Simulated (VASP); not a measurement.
Here is the system:

```
CELL_PARAMETERS angstrom
     -2.60615     2.60615     2.60615
      2.60615    -2.60615     2.60615
      2.60615     2.60615    -2.60615
ATOMIC_POSITIONS crystal
  K  0.00000 0.00000 0.00000
```

All values below come from PBEsol GGA, VASP's PBE PAW potentials (set 64) (plane waves; VASP 6.6.1). Settings: 480 eV cut-off, 10×10×10 Γ-centred mesh, first-order Methfessel-Paxton smearing of 0.10 eV, potentials K_sv.

Each relaxation starts from this cell; other phases were not tried.

The cell is relaxed at 10 GPa. What happens?

The volume per atom goes from 70.80 to 34.42 Å³ (-51.4 %), and the cell becomes a = b = c = 4.098 Å, α = β = γ = 90.00°, space group Im-3m.

The cell is relaxed at 15 GPa. What happens?

The volume per atom goes from 70.80 to 29.64 Å³ (-58.1 %), and the cell becomes a = b = c = 3.8992 Å, α = β = γ = 90.00°, space group Im-3m.

Failed runs are left out, and for metals the shear rows, which the mesh's noise covers.

The compound is K in the bcc structure.
